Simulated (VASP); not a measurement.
Here is a VASP 6.6.1 calculation.

The input INCAR:

```
PREC = Accurate
ENCUT = 600
EDIFF = 1E-6
ISMEAR = 0
SIGMA = 0.05
LREAL = False
LASPH = True
NELM = 80
ALGO = Normal
ISIF = 3
LWAVE = False
LCHARG = False
GGA = PE
IBRION = 2
NSW = 60
EDIFFG = -0.005
```

Contents of KPOINTS:

```
Automatic mesh
0
Gamma
  10 10 10
```

The input POSCAR:

```
BAu
1.0
    0.0000000000      2.3501700000      2.3501700000
    2.3501700000      0.0000000000      2.3501700000
    2.3501700000      2.3501700000      0.0000000000
B Au
1 1
Direct
    0.0000000000      0.0000000000      0.0000000000
    0.5000000000      0.5000000000      0.5000000000
```

Potentials or basis: VASP PAW PBE potentials, release 64 (B, Au).

Run with:

```bash
$ cat potpaw_PBE.64/B/POTCAR potpaw_PBE.64/Au/POTCAR > POTCAR
$ mpirun -np 1 vasp_std > vasp.out
```

(1) Predict the space group after relaxing (to 0.05 Å).

(2) Predict the band gap on the k mesh.

Answers

(1) Fm-3m (No. 225).

(2) none (metal or under the smearing width).
